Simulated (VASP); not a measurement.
# Berry-phase polarisation of BaTiO3

How large is the polarisation of BaTiO3 against a centred reference, and what does the path between them cost?

Method: PBEsol, no spin polarisation; plane waves and PAW (Ba_sv_GW, Ti_sv, O), in the first sound run; inputs show where later runs differ, in VASP 6.6.1.

**1. Set-up**

The structure is tetragonal, space group P4mm (No. 99). The conventional cell has a = 3.990 Å, b = 3.990 Å, c = 4.040 Å, α = 90.00°, β = 90.00°, γ = 90.00°. Nearest to Ba lie 12 O at 2.78 to 2.90 Å. Nearest to Ti lie 6 O at 1.86 to 2.18 Å. Nearest to O lie 2 Ti at 1.86 to 2.18 Å and 4 Ba at 2.82 Å. Nearest to O lie 2 Ti at 2.00 Å and 4 Ba at 2.78 to 2.90 Å. Farther neighbours and most contacts between anions are not listed.

**2. Relax the crystal, PBEsol**

The polar end is relaxed first.

This step took 2 runs in a row; the last is shown.

Level: PBEsol, no spin polarisation; plane waves and PAW (Ba_sv_GW, Ti_sv, O).

Input file INCAR:

```
SYSTEM = BaTiO3
PREC = Accurate
ENCUT = 520
EDIFF = 1E-07
NELM = 120
ISMEAR = 0
SIGMA = 0.02
LREAL = .FALSE.
ALGO = Normal
GGA = PS
NBANDS = 26
LASPH = .TRUE.
LORBIT = 11
LWAVE = .FALSE.
LCHARG = .FALSE.
KPAR = 8
IBRION = 2
NSW = 80
ISIF = 3
EDIFFG = -0.005
POTIM = 0.4
```

Input file POSCAR:

```
BaTiO3
1.0
    3.9597927502      0.0000000000      0.0000000000
    0.0000000000      3.9597927502      0.0000000000
    0.0000000000      0.0000000000      4.0350200900
Ba Ti O
1 1 3
Direct
    0.0000000000      0.0000000000      0.0017199690
    0.5000000000      0.5000000000      0.5158441835
    0.5000000000      0.5000000000      0.9745672885
    0.5000000000      0.0000000000      0.4839342795
    0.0000000000      0.5000000000      0.4839342795
```

Input file KPOINTS:

```
Automatic mesh
0
Gamma
7 7 7
0 0 0
```

The projector-augmented-wave data sets are Ba_sv_GW, Ti_sv and O (PBE family, release 64).

Started as:

```bash
$ mpirun -np 8 vasp_std
```

The program printed:

```text
[banner, memory and clock lines left out]
running    8 mpi-ranks, on    1 nodes
[...]
|                                                                             |
|           W    W    AA    RRRRR   N    N  II  N    N   GGGG   !!!           |
|           W    W   A  A   R    R  NN   N  II  NN   N  G    G  !!!           |
|           W    W  A    A  R    R  N N  N  II  N N  N  G       !!!           |
|           W WW W  AAAAAA  RRRRR   N  N N  II  N  N N  G  GGG   !            |
|           WW  WW  A    A  R   R   N   NN  II  N   NN  G    G                |
|           W    W  A    A  R    R  N    N  II  N    N   GGGG   !!!           |
|                                                                             |
|     For optimal performance we recommend to set                             |
|       NCORE = 2 up to number-of-cores-per-socket                            |
|     NCORE specifies how many cores store one orbital (NPAR=cpu/NCORE).      |
|     This setting can greatly improve the performance of VASP for DFT.       |
[...]
|     You enforced a specific xc type in the INCAR file but a different       |
|     [... a line on the potential file left out ...]
|     I HOPE YOU KNOW WHAT YOU ARE DOING!                                     |
|                                                                             |

 LDA part: xc-table for (Slater+PW92), standard interpolation
 POSCAR, INCAR and KPOINTS ok, starting setup
[...]
entering main loop
       N       E                     dE             d eps       ncg     rms          rms(c)
DAV:   1     0.566465412984E+03    0.56647E+03   -0.19325E+04  2088   0.176E+03
DAV:   2     0.568412763547E+02   -0.50962E+03   -0.50018E+03  2328   0.578E+02
DAV:   3    -0.484603373078E+02   -0.10530E+03   -0.10132E+03  3688   0.232E+02
DAV:   4    -0.536090895929E+02   -0.51488E+01   -0.51376E+01  3384   0.571E+01
[...]
DAV:  16    -0.435527833159E+02    0.34510E-05   -0.27481E-05  2968   0.594E-02    0.436E-03
DAV:  17    -0.435527833262E+02   -0.10344E-07   -0.20470E-06  3074   0.119E-02    0.264E-03
DAV:  18    -0.435527832449E+02    0.81248E-07   -0.14316E-07  1906   0.455E-03
   1 F= -.43552783E+02 E0= -.43552783E+02  d E =-.435528E+02
[...]
reached required accuracy - stopping structural energy minimisation
```

Elapsed: 13 s, on 8 MPI ranks of AMD EPYC 7R43, shared host; peak memory 1.6 GiB.

The logs omit lines about the potential files and the build; timing stands in the text.

OUTCAR, selected parts (step 2):

```text
  Total       -0.0074169     -0.0074169      0.0120709      0.0000000      0.0000000      0.0000000
  in kB       -0.1878192     -0.1878192      0.3056741      0.0000000      0.0000000      0.0000000
  external PRESSURE =      -0.0233215 kB  Pullay stress =       0.0000000 kB

 POSITION                                       TOTAL-FORCE (eV/Angst)
 -----------------------------------------------------------------------------------
      0.00000      0.00000      0.00694         0.000000      0.000000     -0.004144
      1.97990      1.97990      2.08144         0.000000     -0.000000      0.001469
      1.97990      1.97990      3.93240         0.000000     -0.000000      0.001242
      1.97990      0.00000      1.95268         0.000000      0.000000      0.000717
      0.00000      1.97990      1.95268         0.000000      0.000000      0.000717
 -----------------------------------------------------------------------------------
    total drift:                                0.000000      0.000000      0.000232

  FREE ENERGIE OF THE ION-ELECTRON SYSTEM (eV)
  ---------------------------------------------------
  free  energy   TOTEN  =       -43.5527832449 eV

  energy  without entropy=      -43.5527832449  energy(sigma->0) =      -43.55278324

 reached required accuracy - stopping structural energy minimisation

[... 3 further parts left out ...]
[key lines of the parts left out:]
E-fermi :   5.4643
```

This run gave:

| Item | Value |
| --- | --- |
| energy(sigma→0) of the program | -43.5528 eV |
| stress, compression positive | xx, yy, zz -0.02, -0.02, 0.03 GPa |
| volume | 63.269 Å³ |
| ionic steps | 1 |

**3. Berry phase, PBEsol**

The centred structure lies half way between the polar one and its mirror or inverted image (space group 123 within 0.02 Å; largest move 0.10 Å). One point of the path in full, at 0.7 of the distortion.

Level: PBEsol, no spin polarisation; plane waves and PAW (Ba_sv_GW, Ti_sv, O).

Input file INCAR:

```
SYSTEM = BaTiO3
PREC = Accurate
ENCUT = 520
EDIFF = 1E-07
NELM = 100
ISMEAR = 0
SIGMA = 0.02
LREAL = .FALSE.
ALGO = Normal
GGA = PS
NBANDS = 26
LASPH = .TRUE.
LWAVE = .FALSE.
LCHARG = .FALSE.
LCALCPOL = .TRUE.
DIPOL = 0.123 0.137 0.119
ISIF = 2
```

Input file POSCAR:

```
BaTiO3
1.0
    3.9597927502      0.0000000000      0.0000000000
    0.0000000000      3.9597927502      0.0000000000
    0.0000000000      0.0000000000      4.0350200900
Ba Ti O
1 1 3
Direct
    0.0000000000      0.0000000000      0.9982039780
    0.5000000000      0.5000000000      0.5080909280
    0.5000000000      0.5000000000      0.9791971020
    0.5000000000      0.0000000000      0.4857539960
    0.0000000000      0.5000000000      0.4857539960
```

Input file KPOINTS:

```
Automatic mesh
0
Gamma
8 8 8
0 0 0
```

Started as:

```bash
$ mpirun -np 2 vasp_std
```

The program printed:

```text
[banner, memory and clock lines left out]
running    2 mpi-ranks, on    1 nodes
[...]
[... a notice as in an earlier step ...]

 LDA part: xc-table for (Slater+PW92), standard interpolation
 POSCAR, INCAR and KPOINTS ok, starting setup
[...]
entering main loop
       N       E                     dE             d eps       ncg     rms          rms(c)
DAV:   1     0.562492399543E+03    0.56249E+03   -0.19264E+04  3900   0.175E+03
DAV:   2     0.587278750573E+02   -0.50376E+03   -0.49428E+03  4340   0.576E+02
DAV:   3    -0.484728985098E+02   -0.10720E+03   -0.10332E+03  6966   0.235E+02
DAV:   4    -0.536921085635E+02   -0.52192E+01   -0.52076E+01  6344   0.580E+01
[...]
DAV:  17    -0.435465711616E+02   -0.14671E-06   -0.18834E-06  5460   0.121E-02    0.329E-03
DAV:  18    -0.435465709845E+02    0.17712E-06   -0.36816E-07  3904   0.718E-03    0.851E-04
DAV:  19    -0.435465709932E+02   -0.86952E-08   -0.72129E-08  2876   0.322E-03
 p_tot=(  0.280E+02  0.258E+02  0.301E+02 )
   1 F= -.43546571E+02 E0= -.43546571E+02  d E =-.483313E-26
```

Elapsed: 1.7 min, on 2 MPI ranks; peak memory 0.5 GiB.

From OUTCAR (step 3):

```text
  Total       -0.0795353     -0.0795353     -0.8341478      0.0000000      0.0000000      0.0000000
  in kB       -2.0140939     -2.0140939    -21.1233578      0.0000000      0.0000000      0.0000000
  external PRESSURE =      -8.3838486 kB  Pullay stress =       0.0000000 kB

 POSITION                                       TOTAL-FORCE (eV/Angst)
 -----------------------------------------------------------------------------------
      0.00000      0.00000      4.02777        -0.000000     -0.000000     -0.009790
      1.97990      1.97990      2.05016        -0.000000      0.000000      0.222928
      1.97990      1.97990      3.95108        -0.000000     -0.000000     -0.177038
      1.97990      0.00000      1.96003         0.000000     -0.000000     -0.018050
      0.00000      1.97990      1.96003        -0.000000     -0.000000     -0.018050
 -----------------------------------------------------------------------------------
    total drift:                                0.000000      0.000000     -0.000248

  FREE ENERGIE OF THE ION-ELECTRON SYSTEM (eV)
  ---------------------------------------------------
  free  energy   TOTEN  =       -43.5465709932 eV

  energy  without entropy=      -43.5465709932  energy(sigma->0) =      -43.54657099

[... 1 part as in an earlier step ...]

[... 2 further parts left out ...]
[key lines of the parts left out:]
E-fermi :   5.5989
```

Read from the output:

| Item | Value |
| --- | --- |
| energy(sigma→0) of the program | -43.5466 eV |
| stress, compression positive | xx, yy, zz -0.20, -0.20, -2.11 GPa |

The run ends at a pressure of -0.84 GPa, with forces up to 0.22 eV/Å.

**4. All members**

The other members went through these steps as far as the tables show, at the cell of the polar end; 11 runs are not shown. The session took 0.80 core hours (wall time by ranks) on a shared machine.

The Berry phase fixes the polarisation only up to a quantum, here 102 µC/cm², so branches are joined from point to point; the sign is set positive along the polar axis, and energies count from the end point of the series.

```tsv
fraction of the polar distortion	polarisation, branches joined (µC/cm²)	energy above the polar end (meV/f.u.)	gap on the mesh (eV)
0	0.00	24.78	1.73
0.10	3.36	24.26	1.73
0.20	6.70	22.75	1.75
0.30	10.01	20.36	1.77
0.40	13.29	?	1.77
0.50	16.51	13.65	1.78
0.60	19.68	9.86	1.78
0.70	22.78	6.21	1.79
0.80	25.83	3.06	1.80
0.90	28.81	0.84	1.81
1	31.72	0.00	1.82
```

**5. A double well from the known rows**

Fitting a parabola to the 10 known rows (u: square of the distortion) gives E = 25.80 u² − 50.47 u + 24.73 in meV/f.u.; the residuals are 0.048 meV/f.u. r.m.s.

At u = 0.1600 this predicts 17.32 meV/f.u.

**6. Checking the prediction**

The calculation gives 17.25 meV/f.u., so the prediction is 0.07 meV/f.u. too high, within twice the residual of the fit.

**7. Results**

| Property | Result |
| --- | --- |
| polarisation at the last point | 31.7 µC/cm² |
| energy of the centred structure | 25 meV/f.u. |
| highest point of the path | 25 meV/f.u. |
| error of the predicted energy | 0.07 meV/f.u. |

What this shows: The largest step between points is 3.4 µC/cm², well under half the quantum, so the joining is safe. The polarisation departs from a straight line by up to 0.6 µC/cm². The smallest gap on the mesh along the path is 1.73 eV. The value belongs to this centred reference; where a crystal has several, another path can give another value. A straight path at a fixed cell bounds the barrier of uniform switching from above; where films switch at all, they do so at domain walls.

[Lines on the potential files, build, host, timing and source positions are cut from VASP's logs without a mark.]

[Logs are printed without paths, hosts, clocks, repeated set-up lines and the standing remarks that a program may print on its own settings, such as how far it seeks lower states.]

[Hosts, paths, dates, database ids (printed as entryN), source tags and the programs' standing remarks are cut or masked in the printed files.]
